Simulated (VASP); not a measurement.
Write the native input for VASP 6.6.1 that does the following.

```
Task                   : relaxation of cell and atoms
Functional             : LDA
Potentials or basis    : VASP PAW LDA potentials, release 64 (Li_sv, Y_sv, Hg)
Cutoff                 : 600 eV
k mesh                 : 6 × 6 × 5
Occupations            : fermi-dirac, width 0.05 eV
Spin                   : no spin polarisation
Further INCAR settings : ALGO = Normal; EDIFF = 1e-07; IBRION = 2; EDIFFG = -0.02; NSW = 60; ISIF = 3
```

The structure of LiYHg lies in POSCAR:

```
LiYHg
1.0
    4.2179400000      0.0000000000      0.0000000000
    0.0000000000      4.2179400000      0.0000000000
    0.0000000000      0.0000000000      5.2510900000
Li Y Hg
1 1 1
Direct
    0.5000000000      0.5000000000      0.5000000000
    0.0000000000      0.0000000000      0.0000000000
    0.5000000000      0.5000000000      0.0000000000
```

The cell was built by a generator and needn't be a form met in nature.

The input as run:

INCAR

```
PREC = Accurate ; ENCUT = 600
EDIFF = 1E-7 ; ISMEAR = -1
SIGMA = 0.05 ; LREAL = False
LASPH = True ; NELM = 60
ALGO = Normal ; ISIF = 3
LWAVE = False ; LCHARG = False
GGA = CA ; IBRION = 2
NSW = 60 ; EDIFFG = -0.02
PSTRESS = 0
```

KPOINTS

```
Automatic mesh
0
Gamma
  6 6 5
```

Potentials or basis: VASP PAW LDA potentials, release 64 (Li_sv, Y_sv, Hg).

The run is started by

```sh
$ cat potpaw_LDA.64/Li_sv/POTCAR potpaw_LDA.64/Y_sv/POTCAR potpaw_LDA.64/Hg/POTCAR > POTCAR
$ mpirun -np 1 vasp_std > vasp.out
```

Results of the run:

```yaml
Relaxed_volume: 28.74 Å³/atom
Relaxed_cell: a = 4.099 Å, b = 4.099 Å, c = 5.132 Å, α = 90.00°, β = 90.00°, γ = 90.00°
Space_group_after_relaxing_to_0.05_Å: P4/mmm (No. 123)
Energy_gained_by_relaxing: 23.8 meV/atom
Ionic_steps: 5
Pressure_after_relaxing: 0.0 GPa
Band_gap_on_the_k_mesh: none (metal or under the smearing width)
```

Caveat: the cutoff is under 1.25 times the usual one of these potentials, so pressure, stress and relaxed cells hold a basis-set (Pulay) error.

Wall time 100 s on 1 thread of Intel(R) Xeon(R) Platinum 8488C (Sapphire Rapids), on a shared host, peak memory 0.25 GiB.
